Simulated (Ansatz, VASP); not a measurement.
**GeN: VASP beside Ansatz**

Wanted: the spread between two codes on one cell, functional and k mesh. The cell is generated by rule, not measured, and may not be a known phase. The cell is taken from a series of runs on this material, whose earlier steps may have relaxed, scaled, displaced or heated it; both programs get it as it stands.

Method: plane waves, with VASP 6.6.1 beside it; single point at RPBE, in Ansatz 0.2.0.

The structure was built from a prototype and need not be the compound's stable phase.

**1. Set-up**

The structure is trigonal, space group R-3m (No. 166). Conventional cell: a = 3.196 Å, b = 3.196 Å, c = 15.658 Å, α = 90.00°, β = 90.00°, γ = 120.00°. Ge has 6 N at 2.24 Å nearest. Ge has 6 N at 2.28 Å nearest. Nearest to N lie 6 Ge at 2.24 to 2.28 Å. Farther neighbours and most contacts between anions are not listed.

**2. VASP: single point, RPBE, pair 1**

With cell and atoms fixed, the geometry can't cause a difference; cores, projectors, grids and the points listed under the comparison can.

Lines of VASP's logs that name or quote its potential files are left out, and so is its time.

INCAR

```
SYSTEM = GeN
PREC = Accurate
ENCUT = 600
EDIFF = 1E-06
NELM = 120
ISMEAR = 1
SIGMA = 0.15
LREAL = .FALSE.
ALGO = Normal
GGA = RP
NBANDS = 25
LORBIT = 11
LWAVE = .FALSE.
LCHARG = .FALSE.
ISIF = 2
LASPH = .TRUE.
GGA_COMPAT = .FALSE.
KPAR = 2
```

POSCAR

```
GeN
1.0
    0.0000000000      2.2600334388      2.2600334388
   -2.2600334388      2.2600334388      0.0000000000
   -4.5200668776     -2.2600334388      2.2600334388
Ge N
2 2
Direct
    0.0000000000      0.0000000000      0.0000000000
    0.5000000000      0.0000000000      0.5000000000
    0.2525546094      0.4948907812      0.7576638282
    0.7474453906      0.5051092188      0.2423361718
```

KPOINTS

```
Automatic mesh
0
Gamma
15 15 14
0 0 0
```

PAW data sets: Ge_d and N (PBE family, release 64).

Started as:

```sh
$ mpirun -np 2 vasp_std
```

Numbers of over 12 decimals in the logs are rounded to 6 here.

Log:

```text
[banner, memory and clock lines left out]
running    2 mpi-ranks, on    1 nodes
 distrk:  each k-point on    1 cores,    2 groups
 distr:  one band on    1 cores,    1 groups

 POSCAR found type information on POSCAR GeN
 POSCAR found :  2 types and       4 ions
|                                                                             |
|               ----> ADVICE to this user running VASP <----                  |
|                                                                             |
|     You enforced a specific xc type in the INCAR file but a different       |
|     [... a line on the potential file left out ...]
|     I HOPE YOU KNOW WHAT YOU ARE DOING!                                     |
|                                                                             |

 LDA part: xc-table for (Slater+PW92), standard interpolation
|                                                                             |
|           W    W    AA    RRRRR   N    N  II  N    N   GGGG   !!!           |
|           W    W   A  A   R    R  NN   N  II  NN   N  G    G  !!!           |
|           W    W  A    A  R    R  N N  N  II  N N  N  G       !!!           |
|           W WW W  AAAAAA  RRRRR   N  N N  II  N  N N  G  GGG   !            |
|           WW  WW  A    A  R   R   N   NN  II  N   NN  G    G                |
|           W    W  A    A  R    R  N    N  II  N    N   GGGG   !!!           |
|                                                                             |
|     Your reciprocal lattice and k-lattice belong to different lattice       |
|     classes:                                                                |
|                                                                             |
|        The reciprocal lattice is rhombohedral (trigonal),                   |
|        whereas your k-lattice is base-centered monoclinic.                  |
|                                                                             |
|     Results are often still useful ...                                      |
|                                                                             |

 POSCAR, INCAR and KPOINTS ok, starting setup
 FFT: planning ... GRIDC
 FFT: planning ... GRID_SOFT
 FFT: planning ... GRID
 WAVECAR not read
 entering main loop
       N       E                     dE             d eps       ncg     rms          rms(c)
DAV:   1     0.320070545423E+03    0.32007E+03   -0.20774E+04 52494   0.453E+03
DAV:   2     0.273779672533E+02   -0.29269E+03   -0.28376E+03 43496   0.759E+02
DAV:   3    -0.214582392375E+02   -0.48836E+02   -0.48038E+02 48952   0.188E+02
DAV:   4    -0.237047943336E+02   -0.22466E+01   -0.22178E+01 50339   0.432E+01
DAV:   5    -0.237514933718E+02   -0.46699E-01   -0.46610E-01 53295   0.664E+00    0.891E+00
DAV:   6    -0.214192055174E+02    0.23323E+01   -0.11234E+01 64342   0.313E+01    0.327E+00
DAV:   7    -0.214270288010E+02   -0.78233E-02   -0.83815E-01 48697   0.728E+00    0.207E+00
DAV:   8    -0.214348808980E+02   -0.78521E-02   -0.19532E-01 59333   0.440E+00    0.771E-01
DAV:   9    -0.214211377299E+02    0.13743E-01   -0.52567E-02 60199   0.216E+00    0.175E-01
DAV:  10    -0.214216247171E+02   -0.48699E-03   -0.34086E-03 48335   0.472E-01    0.275E-02
DAV:  11    -0.214216672207E+02   -0.42504E-04   -0.14082E-04 62337   0.109E-01    0.185E-02
DAV:  12    -0.214216714937E+02   -0.42730E-05   -0.11086E-05 49294   0.422E-02    0.156E-02
DAV:  13    -0.214216705208E+02    0.97287E-06   -0.46391E-06 49403   0.256E-02
   1 F= -.21421671E+02 E0= -.21421827E+02  d E =0.468900E-03
```

Parts of OUTCAR (step 2):

```text
ion  position               nearest neighbor table
   1  0.000  0.000  0.000-   4 2.24   4 2.24   3 2.24   4 2.24   3 2.24   3 2.24
   2  0.500  0.000  0.500-   3 2.28   4 2.28   3 2.28   4 2.28   3 2.28   4 2.28
   3  0.253  0.495  0.758-   1 2.24   1 2.24   1 2.24   2 2.28   2 2.28   2 2.28
   4  0.747  0.505  0.242-   1 2.24   1 2.24   1 2.24   2 2.28   2 2.28   2 2.28

  LATTYP: Found a trigonal (rhomboedric) cell.
 ALAT       =     5.5359287267
 COS(alpha) =     0.8333333333

 Subroutine GETGRP returns: Found 12 space group operations
 (whereof 12 operations were pure point group operations)

The static configuration has the point symmetry D_3d.

 Found    848 irreducible k-points:

   k-points           NKPTS =    848   k-points in BZ     NKDIM =    848   number of bands    NBANDS=     25

   dimension x,y,z NGX =    28 NGY =   28 NGZ =   48
   dimension x,y,z NGXF=    56 NGYF=   56 NGZF=   96

   ENCUT  =  600.0 eV  44.10 Ry    6.64 a.u.   6.38  6.38 11.06*2*pi/ulx,y,z

   NELECT =      38.0000    total number of electrons

 k-points in reciprocal lattice and weights: Automatic mesh
   0.00000000  0.00000000  0.00000000       0.000
   0.06666667  0.00000000  0.00000000       0.001
   0.13333333  0.00000000  0.00000000       0.001
   0.20000000  0.00000000  0.00000000       0.001
   0.26666667  0.00000000  0.00000000       0.001
   0.33333333  0.00000000  0.00000000       0.001
   0.40000000  0.00000000  0.00000000       0.001
   0.46666667  0.00000000  0.00000000       0.001
   0.00000000  0.06666667  0.00000000       0.001
[...]
0.00000000  0.46666667  0.50000000       0.001
  -0.06666667  0.46666667  0.50000000       0.001

 average (electrostatic) potential at core
       1 -72.0206       2 -71.8454       3 -61.4146       4 -61.4146

 E-fermi :   8.4894

 k-point     1 :       0.0000    0.0000    0.0000
  band No.  band energies     occupation
    ...
     15       5.7951      2.00000
     16       5.7963      2.00000
     17       5.7963      2.00000
     18       5.8847      2.00000
     19       5.8847      2.00000
     20       9.2360     -0.00000
     21      11.6207      0.00000
     22      12.3384      0.00000
     23      12.3384      0.00000
     24      17.0034      0.00000
    ...

 k-point     2 :       0.0667    0.0000    0.0000
  band No.  band energies     occupation
    ...
     15       5.3785      2.00000
     16       5.7189      2.00000
     17       5.7822      2.00000
     18       5.8120      2.00000
     19       6.4940      2.00000
     20       9.6257     -0.00000
     21      10.7231     -0.00000
     22      12.4868      0.00000
     23      13.2324      0.00000
     24      16.2964      0.00000
    ...

 k-point     3 :       0.1333    0.0000    0.0000
  band No.  band energies     occupation
    ...
     15       4.3195      2.00000
     16       5.4950      2.00000
     17       5.6349      2.00000
     18       5.6812      2.00000
     19       7.4698      2.00000
     20       9.5082     -0.00000
     21      10.6432     -0.00000
     22      12.8798      0.00000
     23      14.1153      0.00000
     24      14.8314      0.00000
    ...

  Total        0.0380307      0.0380307      0.0380307      0.0798971     -0.0798971     -0.0798971
  in kB        1.3195926      1.3195926      1.3195926      2.7722799     -2.7722799     -2.7722799
  external PRESSURE =       1.3195926 kB  Pullay stress =       0.0000000 kB

  energy-cutoff  :      600.00
  volume of cell :       46.17
      direct lattice vectors                 reciprocal lattice vectors
     0.000000000  2.260033439  2.260033439     0.110617832  0.110617832  0.331853497
    -2.260033439  2.260033439  0.000000000    -0.221235665  0.221235665 -0.221235665
    -4.520066878 -2.260033439  2.260033439    -0.110617832 -0.110617832  0.110617832

 POSITION                                       TOTAL-FORCE (eV/Angst)
 -----------------------------------------------------------------------------------
      0.00000      0.00000      0.00000        -0.000000      0.000000     -0.000000
     -2.26003      0.00000      2.26003        -0.000000      0.000000      0.000000
     -4.54316     -0.02309      2.28313        -0.158614     -0.158614      0.158614
     -2.23694      2.28313      2.23694         0.158614      0.158614     -0.158614
 -----------------------------------------------------------------------------------
    total drift:                               -0.000000     -0.000000      0.000000

  FREE ENERGIE OF THE ION-ELECTRON SYSTEM (eV)
  ---------------------------------------------------
  free  energy   TOTEN  =       -21.4216705208 eV

  energy  without entropy=      -21.4221394209  energy(sigma->0) =      -21.42182682

 total charge
# of ion       s       p       d       tot
------------------------------------------
    1        1.187   0.846  10.132  12.165
    2        1.276   0.778  10.104  12.158
    3        1.292   2.287   0.000   3.579
    4        1.292   2.287   0.000   3.579
--------------------------------------------------
tot          5.046   6.198  20.237  31.482

[... 3 further parts left out ...]
```

The run ends at a pressure of 0.13 GPa, with forces up to 0.27 eV/Å.

**3. Ansatz: single point, RPBE, pair 1**

Ansatz runs on its default PAW (the set named soft_2) files.

The same cell, functional, mesh and smearing now go to Ansatz, which takes its cutoff from its data sets.

input.yaml

```yaml
crystal:
  lattice:
    - [0.0, 2.2600334388, 2.2600334388]
    - [-2.2600334388, 2.2600334388, 0.0]
    - [-4.5200668776, -2.2600334388, 2.2600334388]
  atoms:
    - { symbol: Ge, position: [0.0, 1.0, 1.0] }
    - { symbol: Ge, position: [0.5, 1.0, 0.5] }
    - { symbol: "N", position: [0.2525546094, 0.4948907812, 0.7576638282] }
    - { symbol: "N", position: [0.7474453906, 0.5051092188, 0.2423361718] }
kpoints:
  mp_grid: { grid: [15, 15, 14] }
hamiltonian:
  xc: rpbe
scf:
  occupations: { method: methfessel_paxton, width: 0.15 }
output:
  forces: true
  stress: true
  eigenvalues: true
```

Started as:

```sh
$ ansatz run input.yaml --threads 4 --pin off --max-ram 7168MiB --backend cpu --events-out ev --progress --plain --runs-dir out
```

Log:

```text
Warning: crystal.symmetry: narrowed to the stabiliser of the k-point mesh — unitary ops 12 → 4; excluded 8 operations that carry a point of the 15×15×14 mesh (shift [0, 0, 0]) off the mesh (the run samples exactly the mesh kpoints.mp_grid names, as under crystal.symmetry.detect: false, and its converged state has the mesh's symmetry, not the crystal's; ε∞, the Born charges and the force constants of a linear response (`dielectric:` by the response, `phonons.method: dfpt`) are averaged over those of the crystal's operations that the state keeps within a tolerance, where `mesh_tensors`, `unaveraged_element` or `gamma_mean_max_change_ev_ang2` stands beside them; [rest of the remark cut]
Engine: ansatz 0.2.0, aarch64-unknown-linux-gnu
Pseudopotentials: kind: paw
Pseudopotential: Ge, paw, valence charge 14, recommended cutoff 420 eV (normal), Ge.paw.azcp
Pseudopotential: N, paw, valence charge 5, recommended cutoff 420 eV (normal), N.paw.azcp
Functional definition: RPBE
  parameter kappa = 0.804
  parameter beta = 0.066725
  exchange = rpbe_x(kappa = kappa, mu = beta*pi^2/3)
  correlation = pbe_c(beta = beta)
Crystal: 4 atoms, lattice volume = 46.175 Å³
Basis set: ecut = 420 eV, 923 PW (Γ), exchange–correlation on 48×48×80 points (8 copies of the dense FFT grid, shifted against one another)
Bands: 23, of which v1, the nominal top of the filled ones, is band 19 counted from 1 (18 counted from 0)
Symmetry: 4 space group operations
k-points: 848 of 3150
Non-local potential: Ge, projectors of the file, l = 0: 2, l = 1: 2, l = 2: 3, l = 3: 1
Non-local potential: N, projectors of the file, l = 0: 2, l = 1: 2, l = 2: 1
PAW form: soft (Blöchl's): semilocal exchange-correlation on the pseudo side does not see the compensation charge
PAW frozen core: Ge, regenerated for the run's functional, and the local potential with it (the file was generated under x = pbe(κ = 0.804, μ = 0.219515), c = pbe(β = 0.066725))
PAW frozen core: N, regenerated for the run's functional, and the local potential with it (the file was generated under x = pbe(κ = 0.804, μ = 0.219515), c = pbe(β = 0.066725))
PAW one-centre angular grid: Ge, 590 points (default); XC on 64 Gauss nodes
PAW one-centre angular grid: N, 110 points (default); XC on 64 Gauss nodes
Initial density: superposition of atomic densities (neutral atoms: chi_scale 0, normalization atom), corrected by the library's trained network
Initial wavefunctions: pseudopotential atomic-orbital guess
Functional: x = rpbe, c = pbe(β = 0.066725)
SCF iter   1: F=—  HF=-9369.578694 eV  |F-HF|=—  |Δ(HF+E_count)|=         —  Δρ=3.49e-3  dr2=2.32e-3  ethr=1.77e-3  ⟨swp⟩=5.0  Hψ=72045  notcnv=0
preconditioner: auto → Kerker (q_TF=auto, 2.641 Å⁻¹)  [metal: Δε(μ)=0.003 eV  Ē_g=20.335 eV  σ=0.150 eV  W_gap=0.02  n_scr=16 (ndim 8)  ℏωp=33.7 eV  f_vac=0.000  D(μ)=1.42/eV (n_scr^D=8)]
SCF iter   2: F=—  HF=-9369.577441 eV  |F-HF|=—  |Δ(HF+E_count)|=   1.25e-3  S|Δr|=    0.00e0  Δρ=1.38e-3  dr2=3.88e-4  ethr=6.11e-6  ⟨swp⟩=2.0  Hψ=42438  notcnv=0
SCF iter   3: F=—  HF=-9369.577476 eV  |F-HF|=—  |Δ(HF+E_count)|=   3.46e-5  S|Δr|=    0.00e0  Δρ=8.01e-4  dr2=1.35e-4  ethr=1.02e-6  ⟨swp⟩=3.0  Hψ=35616  notcnv=0
SCF iter   4: F=—  HF=-9369.577503 eV  |F-HF|=—  |Δ(HF+E_count)|=   2.70e-5  S|Δr|=    0.00e0  Δρ=2.59e-4  dr2=1.64e-5  ethr=3.57e-7  ⟨swp⟩=2.4  Hψ=24669  notcnv=0
SCF iter   5: F=—  HF=-9369.577472 eV  |F-HF|=—  |Δ(HF+E_count)|=   3.06e-5  S|Δr|=    0.00e0  Δρ=3.56e-5  dr2=6.59e-7  ethr=4.32e-8  ⟨swp⟩=2.3  Hψ=29619  notcnv=0
SCF iter   6: F=-9369.577472 eV  HF=-9369.577472 eV  |F-HF|=4.80e-8  |Δ(HF+E_count)|=   8.62e-8  S|Δr|=    0.00e0  Δρ=8.99e-6  dr2=4.99e-8  ethr=2.63e-10  ⟨swp⟩=5.0  Hψ=82588  notcnv=0
SCF 1 converged in 6 iterations: F = -9369.577472 eV  dr2 = 4.99e-8
  greatest PAW one-centre occupation: 0.999 electrons in one spin orbital (limit 2), on the Ge atom at site 0 (counted from 0), in its partial waves of l = 2
SCF converged after 6 iterations
Stability not checked: this state was not tested for a lower state beside it, because cold or Methfessel-Paxton smearing, or corrected tetrahedra, fill the levels in a way that the test cannot read (fill_not_monotonic; see scf.lower_state_search)
Free energy (F): -9369.577472 eV
Harris-Foulkes:  -9369.577472 eV  (|F-HF|=4.80e-8)
Internal energy: -9369.577914 eV  (E = F + TS)
E sigma→0 (E₀):  -9369.577583 eV
Entropy (-TS):   0.000442 eV (0.111 meV/atom)
Fermi energy:    12.953836 eV
--- Per-component energies (eV) ---
  E_band       = -153.724275
  E_kinetic    = 474.897384
  E_local      = -4340.435649  (includes V_loc(G=0)·N_el)
  E_nonlocal   = 922.625991
  E_hartree    = 1858.858740
  E_xc         = -270.681185
  E_vxc        = -280.366080  (∫ρ·V_xc dr)
  E_paw        = -4301.059268  (= ΣΔE_a)
  E_vpaw       = -648.170192  (= ΣTr[D̂ρ^β])
  E_aug_tail   = 0.000500  (compensation charges beyond the density's cutoff)
  E_ewald      = -3713.384032
  E_core_change = -0.400394  (= ΣΔE_core)
  E_smearing   = 0.000442  (= −TS)
  E_closure    = -0.000000  (closes the sum)
  Σ components = -9369.577472   (vs F -9369.577472, Δ=0.00e0)
--- Forces (eV/Å), atoms counted from 1 ---
  atom   1  Ge     0.00000000     0.00000000    -0.00000000
  atom   2  Ge     0.00000000     0.00000000    -0.00000000
  atom   3  N     -0.15787432    -0.15945607     0.15945607
  atom   4  N      0.15787432     0.15945607    -0.15945607
  max |Σ_I F_I| component: 0.00e0 eV/Å
--- Stress (GPa, compression-positive) ---
        0.116792       0.270295      -0.270295
        0.270295      -0.006538      -0.287362
       -0.270295      -0.287362      -0.006538
  P = ⅓ Tr σ = 0.0346 GPa (0.346 kbar)
--- Band table (eV; the first three rows and the last of 848) ---
  k-point 0: bands = [... 15 lower, 10.2566, 10.2571, 10.3481, 10.3486, 13.6967, 16.0820, 16.8083, 16.8084]
  k-point 1: bands = [... 15 lower, 10.2566, 10.3450, 10.3455, 10.5259, 13.6902, 16.1072, 16.8480, 16.8481]
  k-point 2: bands = [... 15 lower, 10.2555, 10.3362, 10.3367, 10.9960, 13.6679, 16.1844, 16.9660, 16.9661]
  k-point 847: bands = [... 15 lower, 7.0789, 8.9357, 8.9506, 11.4354, 11.9116, 17.0562, 17.3495, 19.0655]
```

The column dr2 measures how far the density is from self-consistency, as an energy; F and HF (Harris–Foulkes) agree once it is small.

The run ends at a pressure of 0.03 GPa, with forces up to 0.28 eV/Å.

**4. Comparison**

Known differences besides the potentials themselves: the cutoff is 420 eV in Ansatz and 600 eV in VASP; Ansatz makes its cores anew for this functional, VASP keeps those of its PBE data sets. Total energies have different zeros and are not compared.

The two programs side by side:

```
      quantity  Ansatz  VASP  difference
pressure (GPa)    0.03  0.13       -0.10
```

Forces (eV/Å; atoms numbered as in POSCAR):

```
atom         Ansatz x, y, z           VASP x, y, z
 Ge1    0.000, 0.000, 0.000    0.000, 0.000, 0.000
 Ge2    0.000, 0.000, 0.000    0.000, 0.000, 0.000
  N3  -0.158, -0.159, 0.159  -0.159, -0.159, 0.159
  N4   0.158, 0.159, -0.159   0.159, 0.159, -0.159
```

The forces differ by 0.6 meV/Å r.m.s., which is 0.5 % of the r.m.s. force of 0.112 eV/Å (both taken over all components).

**5. Ansatz: single point, RPBE, pair 2**

With cell and atoms fixed, the geometry can't cause a difference; cores, projectors, grids and the points listed under the comparison can.

The cell is taken from a series of runs on this material, whose earlier steps may have relaxed, scaled, displaced or heated it; both programs get it as it stands.

input.yaml, the sections that differ from step 3:

```yaml
crystal:
  lattice:
    - [0.0, 2.2600334388, 2.2600334388]
    - [-2.2600334388, 2.2600334388, 0.0]
    - [-4.5200668776, -2.2600334388, 2.2600334388]
  atoms:
    - { symbol: Ge, position: [0.0, 1.0, 1.0] }
    - { symbol: Ge, position: [0.5, 1.0, 0.5] }
    - { symbol: "N", position: [0.2551092188, 0.4897815624, 0.7653276565] }
    - { symbol: "N", position: [0.7448907812, 0.5102184376, 0.2346723435] }
# kpoints, hamiltonian, scf, output: as in step 3
```

Log:

```text
[...]
Crystal: 4 atoms, lattice volume = 46.175 Å³
Basis set: ecut = 420 eV, 923 PW (Γ), exchange–correlation on 48×48×80 points (8 copies of the dense FFT grid, shifted against one another)
Bands: 23, of which v1, the nominal top of the filled ones, is band 19 counted from 1 (18 counted from 0)
Symmetry: 4 space group operations
k-points: 848 of 3150
[...]
--- Band table (eV; the first three rows and the last of 848) ---
  k-point 0: bands = [... 15 lower, 10.2570, 10.2571, 10.3470, 10.3471, 13.7370, 16.0449, 16.8181, 16.8182]
  k-point 1: bands = [... 15 lower, 10.2566, 10.3440, 10.3441, 10.5282, 13.7307, 16.0682, 16.8577, 16.8578]
  k-point 2: bands = [... 15 lower, 10.2554, 10.3354, 10.3355, 10.9980, 13.7091, 16.1396, 16.9755, 16.9756]
  k-point 847: bands = [... 15 lower, 7.1417, 8.9641, 8.9922, 11.2032, 12.1516, 16.8235, 17.3542, 18.9100]
[key lines of the parts left out:]
SCF converged after 6 iterations
Free energy (F): -9369.607254 eV
Fermi energy:    12.916382 eV
P = ⅓ Tr σ = 0.1083 GPa (1.083 kbar)
```

The run ends at a pressure of 0.11 GPa, with forces up to 0.45 eV/Å.

[end of part 1 of 2]

[Lines on the potential files, build, host, timing and source positions are cut from VASP's logs without a mark.]

[Logs are printed without paths, hosts, clocks, repeated set-up lines and the standing remarks that a program may print on its own settings, such as how far it seeks lower states.]

[Hosts, paths, dates, database ids (printed as entryN), source tags and the programs' standing remarks are cut or masked in the printed files.]
